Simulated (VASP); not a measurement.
# Tc3Sn (Fm-3m) in VASP: equation of state

How stiff is Tc3Sn in PBE, and what volume does it want? The cell is scaled to several volumes.

Program: VASP 6.6.1. These are calculated values, not measurements. Logs are shortened: lines on timing, memory, paths and dates and some standing lists are left out, and cuts for length are marked.

## 1. Starting point

It takes space group Fm-3m (No. 225, cubic). Conventional cell: a = 6.344 Å, b = 6.344 Å, c = 6.344 Å, α = 90.00°, β = 90.00°, γ = 90.00°. Sn (site symmetry m-3m) is surrounded by 8 Tc at 2.75 Å. Tc (site symmetry m-3m) has 8 Tc at 2.75 Å as nearest neighbours. Tc (site symmetry -43m) is surrounded by 4 Tc at 2.75 Å and 4 Sn at 2.75 Å.

The cell comes from a database or a generator and needn't be the stable form of this composition.

## 2. Equation of state, PBE, 15.00 Å³/atom (volume scaled by 0.94)

Input file INCAR:

```
SYSTEM = Tc3Sn
ALGO     = Normal         ! electronic algorithm
EDIFF    = 1E-7           ! SCF threshold, eV
ENCUT    = 520            ! plane-wave cutoff, eV
GGA      = PE             ! functional
ISIF     = 2              ! what is computed and relaxed
ISMEAR   = -1             ! smearing method
LASPH    = .True.         ! aspherical terms in the spheres
LCHARG   = .False.        ! write CHGCAR
LREAL    = .False.        ! projectors in reciprocal space
LWAVE    = .False.        ! write WAVECAR
NBANDS   = 34             ! bands
NELM     = 80             ! most SCF steps
PREC     = Accurate       ! precision mode
SIGMA    = 0.05           ! smearing width, eV
```

Input file KPOINTS:

```
k-points
0
Gamma
  7 7 7
  0 0 0
```

Input file POSCAR:

```
Tc3Sn
1.0
    0.0000000000      3.1074371766      3.1074371766
    3.1074371766      0.0000000000      3.1074371766
    3.1074371766      3.1074371766      0.0000000000
Sn Tc
1 3
Direct
    0.0000000000      0.0000000000      0.0000000000
    0.5000000000      0.5000000000      0.5000000000
    0.7500000000      0.7500000000      0.7500000000
    0.2500000000      0.2500000000      0.2500000000
```

Potentials or basis: VASP PAW PBE potentials, release 64 (Sn_d, Tc_pv).

Started as:

```sh
$ cat potpaw_PBE.64/Sn_d/POTCAR potpaw_PBE.64/Tc_pv/POTCAR > POTCAR
$ mpirun -np 1 vasp_std > vasp.out
```

OUTCAR:

```text
SYSTEM = Tc3Sn
   EDIFF = 1E-7
   ENCUT = 520
   GGA = PE
   ISIF = 2
   ISMEAR = -1
   LASPH = .True.
   LREAL = .False.
   NELM = 80
   PREC = Accurate

 Found     20 irreducible k-points:

 Following reciprocal coordinates:
            Coordinates               Weight
  0.000000  0.000000  0.000000      1.000000
  0.142857  0.000000  0.000000      8.000000
  0.285714  0.000000  0.000000      8.000000
  0.428571  0.000000  0.000000      8.000000
  0.142857  0.142857  0.000000      6.000000
  0.285714  0.142857  0.000000     24.000000
   k-points           NKPTS =     20   k-points in BZ     NKDIM =     20   number of bands    NBANDS=     34
   number of dos      NEDOS =    301   number of ions     NIONS =      4
   total plane-waves  NPLWV =  46656
   dimension x,y,z NGX =    36 NGY =   36 NGZ =   36
   dimension x,y,z NGXF=    72 NGYF=   72 NGZF=   72
   ions per type =               1   3
   NGX,Y,Z   is equivalent  to a cutoff of  13.62, 13.62, 13.62 a.u.
   NGXF,Y,Z  is equivalent  to a cutoff of  27.24, 27.24, 27.24 a.u.
 SYSTEM =  Tc3Sn
   PREC   = accura    normal or accurate (medium, high low for compatibility)
   ISTART =      0    job   : 0-new  1-cont  2-samecut
   ICHARG =      2    charge: 1-file 2-atom 10-const
   ISPIN  =      1    spin polarized calculation?
   LNONCOLLINEAR =      F non collinear calculations
   LSORBIT =      F    spin-orbit coupling
   LASPH  =      T    aspherical Exc in radial PAW
   ENCUT  =  520.0 eV  38.22 Ry    6.18 a.u.   8.17  8.17  8.17*2*pi/ulx,y,z
   NELM   =     80;   NELMIN=  2; NELMDL= -5     # of ELM steps
   EDIFF  = 0.1E-06   stopping-criterion for ELM
   LREAL  =      F    real-space projection
   EDIFFG = 0.1E-05   stopping-criterion for IOM
   NSW    =      0    number of steps for IOM
   IBRION =     -1    ionic relax: 0-MD 1-quasi-New 2-CG
   NFREE  =      0    steps in history (QN), initial steepest desc. (CG)
   ISIF   =      2    stress and relaxation
   ISYM   =      2    0-nonsym 1-usesym 2-fastsym
   POTIM  = 0.5000    time-step for ionic-motion
   TEBEG  =    0.0;   TEEND  =   0.0 temperature during run
   PSTRESS=    0.0 pullay stress
   NELECT =      53.0000    total number of electrons
   NUPDOWN=      -1.0000    fix difference up-down
   EMIN   =  10.00;   EMAX   =-10.00  energy-range for DOS
   EFERMI =   0.00;   METHOD = LEGACY
   ISMEAR =    -1;   SIGMA  =   0.05  broadening in eV -4-tet -1-fermi 0-gaus
   EFERMI_NEDOS =   21; number of points for ismear=-14 and -15
   IALGO  =     38    algorithm
   IMIX   =      4    mixing-type and parameters
     AMIX     =   0.40;   BMIX     =  1.00
     AMIX_MAG =   1.60;   BMIX_MAG =  1.00
  volume/ion in A,a.u.               =      15.00       101.24
  Fermi-wavevector in a.u.,A,eV,Ry     =   1.570680  2.968155 33.566066  2.467036
  Thomas-Fermi vector in A             =   2.672377
   LORBIT       =      0    0 simple, 1 ext, 2 COOP (PROOUT), +10 PAW based schemes
   GGA     = PE    functional components
   LHFCALC =     F    Hartree Fock is set to
   AEXX    =    0.0000 exact exchange contribution
   IVDW    =     0    specifies the selected vdW correction
   LEPSILON=     F    determine dielectric tensor
   LRPA    =     F    only Hartree local field effects (RPA)
 non-spin polarized calculation
  energy-cutoff  :      520.00
  volume of cell :       60.01
 maximum number of plane-waves:      1639
 NGX is ok and might be reduce to    36
   NGX = 17   NGY = 17   NGZ = 17

 number of electron      52.9999995 magnetization

 Free energy of the ion-electron system (eV)
  ---------------------------------------------------
  ext. energy  EPLUGINS =         0.00000000
  ---------------------------------------------------
  free energy    TOTEN  =       -33.78416417 eV

  energy without entropy =      -33.75580255  energy(sigma->0) =      -33.76998336

 E-fermi :  13.3742     XC(G=0): -13.4932

 val. band max:       13.3381753626   @ k =  -0.1429   0.1429   0.0000
 cond. band min:      13.3757801549   @ k =   0.1429   0.0000   0.0000
 fundamental gap:      0.0376047923
 Fermi energy:        13.3742452281

 k-point     1 :       0.0000    0.0000    0.0000
  band No.  band energies     occupation
      1     -26.0852      2.00000
      2     -26.0852      2.00000
      3     -26.0852      2.00000
      4     -25.4127      2.00000
      5     -25.4127      2.00000
      6     -25.4127      2.00000
[... 26 lines left out ...]
     33      18.6737      0.00000
     34      18.6737      0.00000

 k-point     2 :       0.1429    0.0000    0.0000
  band No.  band energies     occupation
      1     -26.0951      2.00000
      2     -26.0951      2.00000
      3     -26.0909      2.00000
      4     -25.3974      2.00000
      5     -25.3974      2.00000
      6     -25.3761      2.00000
[... 26 lines left out ...]
     33      18.9109      0.00000
     34      19.2136      0.00000

 k-point     3 :       0.2857    0.0000    0.0000
  band No.  band energies     occupation
      1     -26.1162      2.00000
      2     -26.1162      2.00000
      3     -26.0949      2.00000
      4     -25.3628      2.00000
      5     -25.3628      2.00000
      6     -25.3040      2.00000
[... 26 lines left out ...]
     33      19.3839      0.00000
     34      19.3839      0.00000

 k-point     4 :       0.4286    0.0000    0.0000
  band No.  band energies     occupation
      1     -26.1320      2.00000
      2     -26.1320      2.00000
      3     -26.0901      2.00000
      4     -25.3331      2.00000
      5     -25.3331      2.00000
      6     -25.3198      2.00000
[... 26 lines left out ...]
     33      19.6833      0.00000
     34      19.6833      0.00000

 k-point     5 :       0.1429    0.1429    0.0000
  band No.  band energies     occupation
      1     -26.1082      2.00000
      2     -26.1082      2.00000
      3     -26.0737      2.00000
      4     -25.3863      2.00000
      5     -25.3863      2.00000
      6     -25.3741      2.00000
[... 26 lines left out ...]
     33      19.3138      0.00000
     34      19.3138      0.00000

 k-point     6 :       0.2857    0.1429    0.0000
  band No.  band energies     occupation
      1     -26.1309      2.00000
      2     -26.1261      2.00000
      3     -26.0726      2.00000
      4     -25.3566      2.00000
      5     -25.3542      2.00000
      6     -25.3145      2.00000
[... 26 lines left out ...]
     33      18.6040      0.00000
     34      18.6390      0.00000

 [... further k-points ...]

------------------------ aborting loop because EDIFF is reached ----------------------------------------

  FORCE on cell =-STRESS in cart. coord.  units (eV):
  Direction    XX          YY          ZZ          XY          YZ          ZX
  --------------------------------------------------------------------------------------
  -------------------------------------------------------------------------------------
  Total        5.1431591      5.1431591      5.1431591      0.0000000     -0.0000000     -0.0000000
  in kB      137.3104130    137.3104130    137.3104130      0.0000000     -0.0000000     -0.0000000
  external PRESSURE =     137.3104130 kB  Pullay stress =       0.0000000 kB

 VOLUME and BASIS-vectors are now :
 -----------------------------------------------------------------------------
  energy-cutoff  :      520.00
  volume of cell :       60.01
      direct lattice vectors                 reciprocal lattice vectors
     0.000000000  3.107437177  3.107437177    -0.160904299  0.160904299  0.160904299
     3.107437177  0.000000000  3.107437177     0.160904299 -0.160904299  0.160904299
     3.107437177  3.107437177  0.000000000     0.160904299  0.160904299 -0.160904299

 POSITION                                       TOTAL-FORCE (eV/Angst)
 -----------------------------------------------------------------------------------
      0.00000      0.00000      0.00000         0.000000     -0.000000     -0.000000
      3.10744      3.10744      3.10744         0.000000     -0.000000     -0.000000
      4.66116      4.66116      4.66116        -0.000000     -0.000000      0.000000
      1.55372      1.55372      1.55372         0.000000      0.000000     -0.000000
 -----------------------------------------------------------------------------------
    total drift:                                0.000000      0.000000      0.000000

  FREE ENERGIE OF THE ION-ELECTRON SYSTEM (eV)
  ---------------------------------------------------
  free  energy   TOTEN  =       -33.7841641684 eV

  energy  without entropy=      -33.7558025484  energy(sigma->0) =      -33.76998336
```

stdout:

```text
POSCAR found type information on POSCAR SnTc
 POSCAR found :  2 types and       4 ions
 scaLAPACK will be used
 LDA part: xc-table for (Slater+PW92), standard interpolation
 POSCAR, INCAR and KPOINTS ok, starting setup
 FFT: planning ... GRIDC
 FFT: planning ... GRID_SOFT
 FFT: planning ... GRID
 WAVECAR not read
 entering main loop
```

It took 51 s on 1 thread of Intel Xeon Platinum 8375C at 2.90GHz (Ice Lake), shared host; peak memory 0.21 GiB.

What came out:

| Quantity | Value |
| --- | --- |
| Free energy | -33.7842 eV |
| Pressure | 13.7 GPa |
| Band gap on the k mesh | none (metal or under the smearing width) |

## 3. Equation of state, PBE, 15.32 Å³/atom (volume scaled by 0.96)

Input file INCAR:

```
PREC = Accurate
ENCUT = 520
EDIFF = 1E-7
ISMEAR = -1
SIGMA = 0.05
LREAL = False
LASPH = True
NELM = 100
ALGO = Normal
ISIF = 2
LWAVE = False
LCHARG = False
GGA = PE
NBANDS = 34
```

Input file KPOINTS:

```
Automatic mesh
0
Gamma
  7 7 7
```

Input file POSCAR:

```
Tc3Sn
1.0
    0.0000000000      3.1293212580      3.1293212580
    3.1293212580      0.0000000000      3.1293212580
    3.1293212580      3.1293212580      0.0000000000
Sn Tc
1 3
Direct
    0.0000000000      0.0000000000      0.0000000000
    0.5000000000      0.5000000000      0.5000000000
    0.7500000000      0.7500000000      0.7500000000
    0.2500000000      0.2500000000      0.2500000000
```

Potentials or basis: VASP PAW PBE potentials, release 64 (Sn_d, Tc_pv).

Started as:

```sh
$ cat potpaw_PBE.64/Sn_d/POTCAR potpaw_PBE.64/Tc_pv/POTCAR > POTCAR
$ mpirun -np 1 vasp_std > vasp.out
```

Run time: 49 s. Hardware: 1 thread of Intel Xeon Platinum 8375C at 2.90GHz (Ice Lake), shared host; peak memory 0.22 GiB.

The run converged. Its results:

| Property | Result |
| --- | --- |
| Free energy | -33.8709 eV |
| Pressure | 7.8 GPa |
| Band gap on the k mesh | none (metal or under the smearing width) |

## 4. Equation of state, PBE, 15.64 Å³/atom (volume scaled by 0.98)

Input file INCAR:

```
  PREC = Accurate
  ENCUT = 520
  EDIFF = 1E-7
  ISMEAR = -1
  SIGMA = 0.05
  LREAL = F
  LASPH = T
  NELM = 100
  ALGO = Normal
  ISIF = 2
  LWAVE = F
  LCHARG = F
  GGA = PE
  NBANDS = 34
```

Input file KPOINTS:

```
regular mesh
0
Gamma
  7 7 7
```

Input file POSCAR:

```
Tc3Sn
1.0
    0.0000000000      3.1509034659      3.1509034659
    3.1509034659      0.0000000000      3.1509034659
    3.1509034659      3.1509034659      0.0000000000
Sn Tc
1 3
Direct
    0.0000000000      0.0000000000      0.0000000000
    0.5000000000      0.5000000000      0.5000000000
    0.7500000000      0.7500000000      0.7500000000
    0.2500000000      0.2500000000      0.2500000000
```

Started as:

```sh
$ cat potpaw_PBE.64/Sn_d/POTCAR potpaw_PBE.64/Tc_pv/POTCAR > POTCAR
$ mpirun -np 1 vasp_std > vasp.out
```

Wall time 49 s (1 thread of Intel Xeon Platinum 8375C at 2.90GHz (Ice Lake), shared host); peak memory 0.22 GiB.

The run converged. Its results:

```
Free energy            : -33.9127 eV
Pressure               : 2.5 GPa
Band gap on the k mesh : none (metal or under the smearing width)
```

## 5. Equation of state, PBE, 16.28 Å³/atom (volume scaled by 1.02)

Input file INCAR:

```
SYSTEM = Tc3Sn
  PREC = Accurate
  ENCUT = 520
  EDIFF = 1E-7
  ISMEAR = -1
  SIGMA = 0.05
  LREAL = .False.
  LASPH = .True.
  NELM = 100
  ALGO = Normal
  ISIF = 2
  LWAVE = .False.
  LCHARG = .False.
  GGA = PE
  NBANDS = 34
```

Input file KPOINTS:

```
Automatic mesh
0
Gamma
  7 7 7
  0 0 0
```

Input file POSCAR:

```
Tc3Sn
1.0
    0.0000000000      3.1932025195      3.1932025195
    3.1932025195      0.0000000000      3.1932025195
    3.1932025195      3.1932025195      0.0000000000
Sn Tc
1 3
Direct
    0.0000000000      0.0000000000      0.0000000000
    0.5000000000      0.5000000000      0.5000000000
    0.7500000000      0.7500000000      0.7500000000
    0.2500000000      0.2500000000      0.2500000000
```

Started as:

```sh
$ cat potpaw_PBE.64/Sn_d/POTCAR potpaw_PBE.64/Tc_pv/POTCAR > POTCAR
$ mpirun -np 1 vasp_std > vasp.out
```

It took 48 s on 1 thread of Intel Xeon Platinum 8375C at 2.90GHz (Ice Lake), shared host; peak memory 0.22 GiB.

The run converged. Its results:

- Free energy: -33.8815 eV
- Pressure: -6.4 GPa
- Band gap on the k mesh: none (metal or under the smearing width)

## 6. Equation of state, PBE, 16.60 Å³/atom (volume scaled by 1.04)

Input file INCAR:

```
SYSTEM = Tc3Sn
PREC     = Accurate       ! precision mode
ENCUT    = 520            ! plane-wave cutoff, eV
EDIFF    = 1E-7           ! SCF threshold, eV
ISMEAR   = -1             ! smearing method
SIGMA    = 0.05           ! smearing width, eV
LREAL    = .False.        ! projectors in reciprocal space
LASPH    = .True.         ! aspherical terms in the spheres
NELM     = 100            ! most SCF steps
ALGO     = Normal         ! electronic algorithm
ISIF     = 2              ! what is computed and relaxed
LWAVE    = .False.        ! write WAVECAR
LCHARG   = .False.        ! write CHGCAR
GGA      = PE             ! functional
NBANDS   = 34             ! bands
```

KPOINTS is that of step 5.

Input file POSCAR:

```
Tc3Sn
1.0
    0.0000000000      3.2139381818      3.2139381818
    3.2139381818      0.0000000000      3.2139381818
    3.2139381818      3.2139381818      0.0000000000
Sn Tc
1 3
Direct
    0.0000000000      0.0000000000      0.0000000000
    0.5000000000      0.5000000000      0.5000000000
    0.7500000000      0.7500000000      0.7500000000
    0.2500000000      0.2500000000      0.2500000000
```

Potentials or basis: VASP PAW PBE potentials, release 64 (Sn_d, Tc_pv).

Started as:

```sh
$ cat potpaw_PBE.64/Sn_d/POTCAR potpaw_PBE.64/Tc_pv/POTCAR > POTCAR
$ mpirun -np 1 vasp_std > vasp.out
```

Wall time 48 s (1 thread of Intel Xeon Platinum 8375C at 2.90GHz (Ice Lake), shared host); peak memory 0.22 GiB.

The run converged. Its results:

```
Free energy            : -33.8166 eV
Pressure               : -10.1 GPa
Band gap on the k mesh : none (metal or under the smearing width)
```

## 7. Equation of state, PBE, 16.92 Å³/atom (volume scaled by 1.06)

Input file INCAR:

```
SYSTEM = Tc3Sn
PREC = Accurate
ENCUT = 520
EDIFF = 1E-7
ISMEAR = -1
SIGMA = 0.05
LREAL = .FALSE.
LASPH = .TRUE.
NELM = 60
ALGO = Normal
ISIF = 2
LWAVE = .FALSE.
LCHARG = .FALSE.
GGA = PE
NBANDS = 34
```

Input file KPOINTS:

```
Automatic mesh
0
G
  7 7 7
  0 0 0
```

Input file POSCAR:

```
Tc3Sn
1.0
    0.0000000000      3.2344096776      3.2344096776
    3.2344096776      0.0000000000      3.2344096776
    3.2344096776      3.2344096776      0.0000000000
Sn Tc
1 3
Direct
    0.0000000000      0.0000000000      0.0000000000
    0.5000000000      0.5000000000      0.5000000000
    0.7500000000      0.7500000000      0.7500000000
    0.2500000000      0.2500000000      0.2500000000
```

Started as:

```sh
$ cat potpaw_PBE.64/Sn_d/POTCAR potpaw_PBE.64/Tc_pv/POTCAR > POTCAR
$ mpirun -np 1 vasp_std > vasp.out
```

Wall time 48 s (1 thread of Intel Xeon Platinum 8375C at 2.90GHz (Ice Lake), shared host); peak memory 0.22 GiB.

The run converged. Its results:

```
Free energy            : -33.7236 eV
Pressure               : -13.5 GPa
Band gap on the k mesh : none (metal or under the smearing width)
```

## 8. Equation of state, PBE

Potentials or basis: VASP PAW PBE potentials, release 64 (Sn_d, Tc_pv).

This step only gathers the single runs of the series.

What came out:

```
Equilibrium volume                      : 15.82 Å³/atom
Bulk modulus                            : 232 GPa
Pressure derivative of the bulk modulus : 4.8
```

Energy against volume, from the lowest point:
```tsv
volume (Å³/atom)	energy (meV/atom)
15.003	32.67
15.322	10.99
15.641	0.54
15.961	0.00
16.280	8.34
16.599	24.56
16.918	47.81
```
